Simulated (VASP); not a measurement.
Input:

```xyz
5
Lattice="3.9853 0.0000 0.0000 0.0000 3.9853 0.0000 0.0000 0.0000 3.9853" Properties=species:S:1:pos:R:3 pbc="T T T"
K      0.0000     0.0000     0.0000
Mg     1.9926     1.9926     1.9926
F      1.9926     0.0000     1.9926
F      0.0000     1.9926     1.9926
F      1.9926     1.9926     0.0000
```

These are PBEsol GGA, VASP's PBE PAW potentials (set 64) (plane waves; VASP 6.6.1) values and carry that method's errors. Numerical set-up: 520 eV cut-off, 5×5×5 Γ-centred mesh, Gaussian smearing of 0.050 eV, potentials K_sv Mg F.

Predict the energy per atom (σ→0).

| Item | Value |
|---|---|
| energy per atom (σ→0) | -5.053 eV/atom |

The compound is KMgF3 in the cubic perovskite structure. It was relaxed first. The start is the result of an earlier pass.
